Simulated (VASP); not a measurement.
Given:

```xyz
4
Lattice="3.7421 0.0000 0.0000 -1.8710 3.2407 0.0000 0.0000 0.0000 6.1286" Properties=species:S:1:pos:R:3 pbc="T T T"
Cu     1.8710     1.0802     0.0000
Cu     0.0000     2.1605     3.0643
Se     1.8710     1.0802     3.8316
Se     0.0000     2.1605     0.7673
```

Method: PBE GGA, VASP's PBE PAW potentials (set 64) (plane waves; VASP 6.6.1). Settings: 400 eV cut-off, 5×5×3 Γ-centred mesh, Gaussian smearing of 0.050 eV, potentials Cu Se.

Task: Which forces act on the atoms, in eV/Å?

Result: 
```csv
atom,Fx,Fy,Fz
Cu1,0.000,0.000,-0.117
Cu2,0.000,0.000,-0.117
Se3,0.000,0.000,0.117
Se4,0.000,0.000,0.117
```

Task: Give the stress tensor in GPa (positive for a compressed cell).

Result: 
```
11.54   0.00   0.00
 0.00  11.54   0.00
 0.00   0.00  10.38
```
The pressure is its mean diagonal, 11.15 GPa.

The structure was generated: CuSe was put into the wurtzite type (P6_3mc), which need not be its known phase. The cell was not relaxed at this level. The k-mesh is coarse (spacing up to 0.39 per Å, 2π included), so the numbers may not be converged in it.
